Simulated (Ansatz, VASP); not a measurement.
**Cross-check of Si214Sb (V_Si-Sb_Si) between VASP and Ansatz**

One calculation is typed for both programs; each brings its own data sets. How far apart do they land? The cell is taken from a series of runs on this material, whose earlier steps may have relaxed, scaled, displaced or heated it; both programs get it as it stands.

Main program and level: Ansatz 0.2.0; plane waves, with VASP 6.6.1 beside it; PBE.

## 1. Set-up

The cell holds 215 atoms: 214 Si and 1 Sb. Its edges and angles: a = 16.409 Å, b = 16.409 Å, c = 16.409 Å, α = 90.0°, β = 90.0°, γ = 90.0°. It derives from Si (Si (Fd-3m)). Nearest the centre at fractional (0.375, 0.375, 0.375): Sb215 at 0.75 Å, Si106 at 2.78 Å, Si107 at 2.78 Å, Si105 at 2.90 Å, Si78 at 3.03 Å, Si31 at 3.07 Å, Si16 at 3.07 Å, Si102 at 3.86 Å.

## 2. Ansatz: single point, PBE

Ansatz runs on its default PAW (the set named soft_2) files.

With cell and atoms fixed, the geometry can't cause a difference; cores, projectors, grids and the points listed under the comparison can.

input.yaml reads:

```yaml
crystal:
  lattice:
    - [16.40946113, 0.0, 0.0]
    - [0.0, 16.40946113, 0.0]
    - [0.0, 0.0, 16.40946113]
  atoms:
    - { symbol: Si, position: [-8.567666e-05, -0.00021240402, -0.00013248837] }
    - { symbol: Si, position: [-0.00041986574, 0.16599892634, 0.16608474796] }
    - { symbol: Si, position: [0.16681313439, -0.00050665933, 0.16647205966] }
    - { symbol: Si, position: [0.16681193684, 0.1663860011, -0.0004263476] }
    - { symbol: Si, position: [0.08351425931, 0.08294758979, 0.08303236429] }
    - { symbol: Si, position: [0.08230419878, 0.24948765648, 0.24957087699] }
    - { symbol: Si, position: [0.24991369623, 0.08287798487, 0.24988460321] }
    - { symbol: Si, position: [0.24991033483, 0.24980151551, 0.08295841599] }
    - { symbol: Si, position: [-0.00014289068, -0.00111156411, 0.3332222209] }
    - { symbol: Si, position: [-4.679693e-05, 0.16649219652, 0.50002799885] }
    - { symbol: Si, position: [0.16755674131, 0.00055208342, 0.49986714453] }
    - { symbol: Si, position: [0.16507303691, 0.16541626392, 0.33244673341] }
    - { symbol: Si, position: [0.08268147933, 0.08247123335, 0.41664864136] }
    - { symbol: Si, position: [0.08251344058, 0.24993251986, 0.58407781691] }
    - { symbol: Si, position: [0.25101441092, 0.08401643286, 0.58342368774] }
    - { symbol: Si, position: [0.24553793541, 0.24688927583, 0.41848267948] }
    - { symbol: Si, position: [0.00022754712, 0.0001220178, 0.66653534082] }
    - { symbol: Si, position: [9.344818e-05, 0.16671326611, 0.83312038531] }
    - { symbol: Si, position: [0.16676314286, -5.529388e-05, 0.83313526605] }
    - { symbol: Si, position: [0.16706407603, 0.16696227099, 0.66650181926] }
    - { symbol: Si, position: [0.08353796254, 0.083462591, 0.74980052907] }
    - { symbol: Si, position: [0.0838534043, 0.2500055453, 0.91599812374] }
    - { symbol: Si, position: [0.25034966002, 0.08325666915, 0.91613965206] }
    - { symbol: Si, position: [0.25098713663, 0.25052777122, 0.74887876334] }
    - { symbol: Si, position: [-0.00015128479, 0.33313653621, -0.00103535671] }
    - { symbol: Si, position: [-4.443949e-05, 0.49994738712, 0.1665758711] }
    - { symbol: Si, position: [0.1650566155, 0.33236213015, 0.16548377025] }
    - { symbol: Si, position: [0.16755181987, 0.49978276326, 0.0006340558] }
    - { symbol: Si, position: [0.08266807222, 0.41656158392, 0.08254320469] }
    - { symbol: Si, position: [0.08251382939, 0.58399717263, 0.25001988022] }
    - { symbol: Si, position: [0.2455201157, 0.41839144927, 0.24695013323] }
    - { symbol: Si, position: [0.25101297471, 0.58335375638, 0.08408130173] }
    - { symbol: Si, position: [-0.00026762186, 0.3331869685, 0.33326865649] }
    - { symbol: Si, position: [-5.212571e-05, 0.50002735553, 0.50010630281] }
    - { symbol: Si, position: [0.16553025118, 0.33329507045, 0.50094493978] }
    - { symbol: Si, position: [0.16553523687, 0.50086037305, 0.33337448898] }
    - { symbol: Si, position: [0.0830094786, 0.41653226445, 0.41661219317] }
    - { symbol: Si, position: [0.0833076837, 0.58336936923, 0.58344879342] }
    - { symbol: Si, position: [0.25066313008, 0.41764978707, 0.58175664795] }
    - { symbol: Si, position: [0.25068793345, 0.58163143732, 0.41774794734] }
    - { symbol: Si, position: [-0.00038180067, 0.33339303326, 0.66730302377] }
    - { symbol: Si, position: [0.00038885272, 0.5000975037, 0.83406262495] }
    - { symbol: Si, position: [0.16742926666, 0.33343649621, 0.83273904236] }
    - { symbol: Si, position: [0.16673127837, 0.49996412989, 0.66629797918] }
    - { symbol: Si, position: [0.08342502484, 0.41671119716, 0.75015919593] }
    - { symbol: Si, position: [0.08410284807, 0.58321862664, 0.91721077381] }
    - { symbol: Si, position: [0.25046853012, 0.41665936989, 0.91659826104] }
    - { symbol: Si, position: [0.25032737072, 0.58307515324, 0.74959190691] }
    - { symbol: Si, position: [0.00022679067, 0.66645807168, 0.00020125053] }
    - { symbol: Si, position: [9.188106e-05, 0.83303913251, 0.16679504859] }
    - { symbol: Si, position: [0.16706400925, 0.66641661693, 0.167040796] }
    - { symbol: Si, position: [0.16676402121, 0.83305588935, 2.768527e-05] }
    - { symbol: Si, position: [0.08353890632, 0.74971947238, 0.08354392533] }
    - { symbol: Si, position: [0.0838602018, 0.91591230063, 0.25009099946] }
    - { symbol: Si, position: [0.25099113172, 0.74878583283, 0.25061095137] }
    - { symbol: Si, position: [0.25035132224, 0.91605488669, 0.08334297892] }
    - { symbol: Si, position: [-0.00038147416, 0.66722366738, 0.33347890796] }
    - { symbol: Si, position: [0.00039344226, 0.83397700793, 0.50017401123] }
    - { symbol: Si, position: [0.16674474397, 0.66619802681, 0.50003486941] }
    - { symbol: Si, position: [0.16744027061, 0.83265156877, 0.33352262252] }
    - { symbol: Si, position: [0.08343520124, 0.75007037054, 0.4167950356] }
    - { symbol: Si, position: [0.08410310592, 0.91712846406, 0.58329848912] }
[... 39 lines left out ...]
    - { symbol: Si, position: [0.41672357676, 0.41623669347, 0.08424093991] }
    - { symbol: Si, position: [0.41841765586, 0.57497516618, 0.25882768454] }
    - { symbol: Si, position: [0.58233619915, 0.41609454351, 0.25358831811] }
    - { symbol: Si, position: [0.58278035864, 0.58248304903, 0.08477494462] }
    - { symbol: Sb, position: [0.34620814613, 0.34964038382, 0.34970100678] }
    - { symbol: Si, position: [0.33630867608, 0.49682228541, 0.49695756787] }
    - { symbol: Si, position: [0.4989852526, 0.34911849758, 0.48716507857] }
    - { symbol: Si, position: [0.49908655875, 0.48715256807, 0.34907595459] }
    - { symbol: Si, position: [0.41602662658, 0.58167620329, 0.58177376661] }
    - { symbol: Si, position: [0.58363031169, 0.41760008026, 0.58144520809] }
    - { symbol: Si, position: [0.58364376265, 0.58136554459, 0.41772077363] }
    - { symbol: Si, position: [0.33394293877, 0.33428261316, 0.6646068529] }
    - { symbol: Si, position: [0.33373335774, 0.49991385388, 0.83309240936] }
    - { symbol: Si, position: [0.49982679394, 0.33366501585, 0.8328949246] }
    - { symbol: Si, position: [0.50050072847, 0.50028815438, 0.66586943281] }
    - { symbol: Si, position: [0.41693063442, 0.41701218059, 0.74907674405] }
    - { symbol: Si, position: [0.41685253439, 0.58314443628, 0.91682480382] }
    - { symbol: Si, position: [0.58311599696, 0.41667346238, 0.91667988221] }
    - { symbol: Si, position: [0.58325691181, 0.58346348695, 0.74985194089] }
    - { symbol: Si, position: [0.33371783672, 0.66653952348, 0.00033868978] }
    - { symbol: Si, position: [0.33361116641, 0.83262201523, 0.16713933019] }
    - { symbol: Si, position: [0.49914397802, 0.66212921771, 0.17124706451] }
    - { symbol: Si, position: [0.49983949493, 0.83228043721, 0.00111447121] }
    - { symbol: Si, position: [0.41700985946, 0.74761256185, 0.08574976944] }
    - { symbol: Si, position: [0.41683123439, 0.91639207156, 0.2502303838] }
    - { symbol: Si, position: [0.58284633191, 0.74867056094, 0.25086289689] }
    - { symbol: Si, position: [0.58310295754, 0.91635401756, 0.08358721716] }
    - { symbol: Si, position: [0.33393426185, 0.66451709315, 0.33438580225] }
    - { symbol: Si, position: [0.33373070193, 0.83300220773, 0.50000316716] }
    - { symbol: Si, position: [0.50048273123, 0.6657804122, 0.50038065468] }
    - { symbol: Si, position: [0.49982386147, 0.83281772185, 0.33375115396] }
    - { symbol: Si, position: [0.41693077823, 0.74899518573, 0.41709693267] }
    - { symbol: Si, position: [0.4168533948, 0.9167442087, 0.5832198789] }
    - { symbol: Si, position: [0.58325986316, 0.74975811948, 0.58354311102] }
    - { symbol: Si, position: [0.58311384214, 0.91660250973, 0.4167593332] }
    - { symbol: Si, position: [0.33380832152, 0.66601782562, 0.6661025504] }
    - { symbol: Si, position: [0.33351135514, 0.83321047335, 0.83328183743] }
    - { symbol: Si, position: [0.50005520624, 0.66664221643, 0.83341622625] }
    - { symbol: Si, position: [0.50005614628, 0.8333312419, 0.66671367722] }
    - { symbol: Si, position: [0.41674069225, 0.74975523898, 0.74983329381] }
    - { symbol: Si, position: [0.41685261262, 0.91649179379, 0.91657087316] }
    - { symbol: Si, position: [0.58315324898, 0.74981450286, 0.91707660783] }
    - { symbol: Si, position: [0.58315497914, 0.91699007906, 0.7498894716] }
    - { symbol: Si, position: [0.66637353964, -0.00018088658, -9.34683e-05] }
    - { symbol: Si, position: [0.66691588438, 0.1665348264, 0.16662162029] }
    - { symbol: Si, position: [0.83296031414, -0.00053702236, 0.16661728156] }
    - { symbol: Si, position: [0.83296582097, 0.16653931367, -0.00045904568] }
    - { symbol: Si, position: [0.74986887924, 0.08304036605, 0.0831160403] }
    - { symbol: Si, position: [0.75149999585, 0.2492151473, 0.2492978061] }
    - { symbol: Si, position: [0.91679438126, 0.08240119017, 0.24981453715] }
    - { symbol: Si, position: [0.91679751888, 0.24973025651, 0.08248690447] }
    - { symbol: Si, position: [0.66663169471, -0.00023145238, 0.33340220858] }
    - { symbol: Si, position: [0.6656630544, 0.16832994631, 0.49939352393] }
    - { symbol: Si, position: [0.83266194688, 0.00038645897, 0.50000151305] }
    - { symbol: Si, position: [0.83390415187, 0.16600846353, 0.33318971672] }
    - { symbol: Si, position: [0.74929279041, 0.08404776194, 0.41645665355] }
    - { symbol: Si, position: [0.74978913434, 0.25037131523, 0.58303874331] }
    - { symbol: Si, position: [0.91641606947, 0.08328229318, 0.58327843018] }
    - { symbol: Si, position: [0.91666943948, 0.24977740712, 0.41669739116] }
    - { symbol: Si, position: [0.66601970048, 0.00073641165, 0.66634927411] }
    - { symbol: Si, position: [0.66599192835, 0.16695662434, 0.83264019322] }
    - { symbol: Si, position: [0.8332262726, 9.996106e-05, 0.83319323045] }
    - { symbol: Si, position: [0.83309671254, 0.16676951153, 0.66653216919] }
    - { symbol: Si, position: [0.74963982965, 0.08350706804, 0.74978676785] }
    - { symbol: Si, position: [0.74953169468, 0.25003813785, 0.91620581349] }
    - { symbol: Si, position: [0.91665333113, 0.08331361641, 0.9164554764] }
    - { symbol: Si, position: [0.91619007054, 0.25003355669, 0.75019868403] }
    - { symbol: Si, position: [0.66663662792, 0.33331842483, -0.00015298392] }
    - { symbol: Si, position: [0.66568754118, 0.49932329788, 0.16838827544] }
    - { symbol: Si, position: [0.83390615008, 0.33310576222, 0.16609188559] }
    - { symbol: Si, position: [0.83267445652, 0.49992787095, 0.00045670721] }
    - { symbol: Si, position: [0.74931153382, 0.41637344481, 0.0841143591] }
    - { symbol: Si, position: [0.74979278565, 0.58295922846, 0.25045948177] }
    - { symbol: Si, position: [0.91666959882, 0.41661682606, 0.24985976661] }
    - { symbol: Si, position: [0.91642072202, 0.58319941916, 0.08336715016] }
    - { symbol: Si, position: [0.66868542894, 0.33236525256, 0.33246893618] }
    - { symbol: Si, position: [0.66913626558, 0.50129996538, 0.50140693414] }
    - { symbol: Si, position: [0.83364175978, 0.3334300382, 0.5000091533] }
    - { symbol: Si, position: [0.83364534256, 0.49992665642, 0.33351771372] }
    - { symbol: Si, position: [0.75031843991, 0.41675945964, 0.41684271485] }
    - { symbol: Si, position: [0.7518199519, 0.58433068568, 0.58440417886] }
    - { symbol: Si, position: [0.9167587155, 0.4167386736, 0.58360440719] }
    - { symbol: Si, position: [0.91675764606, 0.5835276473, 0.4168232018] }
    - { symbol: Si, position: [0.66640927082, 0.33394600241, 0.66581276962] }
    - { symbol: Si, position: [0.66636894787, 0.50012972131, 0.8333362054] }
    - { symbol: Si, position: [0.83272093482, 0.33345136979, 0.83308542854] }
    - { symbol: Si, position: [0.83412296049, 0.50027488689, 0.667459663] }
    - { symbol: Si, position: [0.74964748151, 0.41704455667, 0.74966717097] }
    - { symbol: Si, position: [0.74947511918, 0.58324218897, 0.91707945352] }
    - { symbol: Si, position: [0.91598970228, 0.41667946765, 0.91656817141] }
    - { symbol: Si, position: [0.91720195715, 0.58352915056, 0.75082126709] }
    - { symbol: Si, position: [0.66602008883, 0.66627210974, 0.00082081168] }
    - { symbol: Si, position: [0.66599232881, 0.83255776444, 0.16704892474] }
    - { symbol: Si, position: [0.83309515809, 0.66645383342, 0.16685038098] }
    - { symbol: Si, position: [0.83322659282, 0.83311489981, 0.00018378796] }
    - { symbol: Si, position: [0.74963823961, 0.74971060277, 0.08359223253] }
    - { symbol: Si, position: [0.74953223292, 0.91612921169, 0.25012344941] }
    - { symbol: Si, position: [0.91619073139, 0.75011469735, 0.25011729244] }
    - { symbol: Si, position: [0.91665245969, 0.91637754793, 0.08339780629] }
    - { symbol: Si, position: [0.66640881831, 0.66573039637, 0.33403634791] }
    - { symbol: Si, position: [0.6663659264, 0.83325609846, 0.50021365059] }
    - { symbol: Si, position: [0.83412459138, 0.66738441513, 0.50035346585] }
    - { symbol: Si, position: [0.83272597965, 0.83300893214, 0.33353492463] }
    - { symbol: Si, position: [0.74964875296, 0.7495930135, 0.41712990751] }
    - { symbol: Si, position: [0.74947685912, 0.91699945306, 0.58332101563] }
    - { symbol: Si, position: [0.91720408697, 0.75074170702, 0.58361054754] }
    - { symbol: Si, position: [0.9159914014, 0.91649469521, 0.4167683776] }
    - { symbol: Si, position: [0.6669528865, 0.66687350908, 0.66696105462] }
    - { symbol: Si, position: [0.66646505431, 0.83350986469, 0.83359277651] }
    - { symbol: Si, position: [0.83315839749, 0.66670083565, 0.83380839628] }
    - { symbol: Si, position: [0.8331569369, 0.83372642521, 0.66678154966] }
    - { symbol: Si, position: [0.74996933457, 0.75024561493, 0.75032711951] }
    - { symbol: Si, position: [0.74997921207, 0.91664496448, 0.91672810216] }
    - { symbol: Si, position: [0.91675825276, 0.74988017584, 0.91687799157] }
    - { symbol: Si, position: [0.91676015286, 0.91679608175, 0.74995489632] }
  host:
    repeats: [3, 3, 3]
    atoms:
      - { symbol: Si, position: [0.0, 0.0, 0.0] }
      - { symbol: Si, position: [0.0, 0.5, 0.5] }
      # ... 6 more atoms of the perfect host
basis:
  ecutwfc: 420
  xc_grid: 2
hamiltonian:
  xc: pbe
kpoints:
  mp_grid: { grid: [1, 1, 1] }
magnetization:
  spin_polarized: true
  initial_magnetization: 1
  spin_locking: { lock_magnetization: hard }
scf:
  occupations: { method: fermi_dirac, width: 0.01 }
  max_iter: 60
output:
  forces: true
  charged_corrections:
    epsilon: 12.98
    static_epsilon: 12.98
    defect_position: [0.375, 0.375, 0.375]
checkpoint:
  read: "../q0_M1.relax_smeared.run"
  write: "../cc0.q0_M1.l0.75.run"
  compress: false
  write_wavefunctions: false
  write_every: 100000
```

The run is started by

```bash
$ ansatz run input.yaml --threads 12 --pin off --max-ram 56524MiB --backend cuda --events-out ev --progress --plain --runs-dir out
```

Output:

```text
Warning: checkpoint.read: the run can stay near the saved state's solution: 215 site(s) moved relative to the saved geometry (max |Δs| = 2.499e-3 fractional); the SCF starts from the saved state under [...]
Engine: ansatz 0.2.0, aarch64-unknown-linux-gnu
[...]
Pseudopotential: Si, paw, valence charge 4, recommended cutoff 420 eV (normal), Si.paw.azcp
Pseudopotential: Sb, paw, valence charge 15, recommended cutoff 420 eV (normal), Sb.paw.azcp
Functional definition: PBE
[...]
Crystal: 215 atoms, lattice volume = 4418.582 Å³
Basis set: ecut = 420 eV, 86407 PW (Γ), exchange–correlation on 240×240×240 points (8 copies of the dense FFT grid, shifted against one another)
Bands: 651, of which v1, the nominal top of the filled ones, is band 436 counted from 1 (435 counted from 0)
[...]
preconditioner: auto → Resta (q_TF=auto, 2.081 Å⁻¹)  ε∞=5.4  [insulator: Δε(μ)=0.239 eV  Ē_g=7.789 eV  σ=0.010 eV  W_gap=1.00  n_scr=690 (ndim 8)  ℏωp=16.4 eV  f_vac=0.000  D(μ)=0.00/eV (n_scr^D=0)  ε [...]
spin=Collinear: Resta preconditioning applied to the charge; magnetization (m = ρ↑ − ρ↓) channel mixes plain (no charge-response kernel on spin).
SCF iter   2: F=—  HF=-142541.681730 eV  |F-HF|=—  |Δ(HF+E_count)|=   1.77e-3  Δρ=3.09e-4 (↑3.09e-4 ↓3.08e-4)  dr2=1.37e-2  dr2_m=7.11e-5  M=1.000 μB ∫|m|=1.176 μB  β_m=0.64  ethr=3.56e-6  ⟨swp⟩=1.0   [...]
[...]
SCF iter   4: F=—  HF=-142541.680543 eV  |F-HF|=—  |Δ(HF+E_count)|=   3.26e-3  Δρ=1.37e-5 (↑1.34e-5 ↓1.37e-5)  dr2=4.28e-5  dr2_m=4.26e-7  M=1.000 μB ∫|m|=1.177 μB  β_m=0.73  ethr=1.48e-7  ⟨swp⟩=2.0   [...]
SCF iter   5: F=—  HF=-142541.676718 eV  |F-HF|=—  |Δ(HF+E_count)|=   3.83e-3  Δρ=4.18e-6 (↑4.18e-6 ↓4.14e-6)  dr2=5.25e-6  dr2_m=7.30e-8  M=1.000 μB ∫|m|=1.177 μB  β_m=0.82  ethr=4.92e-9  ⟨swp⟩=2.0   [...]
[...]
SCF 1 converged in 8 iterations: F = -142541.676719 eV  dr2 = 7.38e-9
[...]
SCF converged after 8 iterations
[...]
```

(Continued in part 2 of 2.)

[Lines on the potential files, build, host, timing and source positions are cut from VASP's logs without a mark.]

[Logs are printed without paths, hosts, clocks, repeated set-up lines and the standing remarks that a program may print on its own settings, such as how far it seeks lower states.]

[Hosts, paths, dates, database ids (printed as entryN), source tags and the programs' standing remarks are cut or masked in the printed files.]
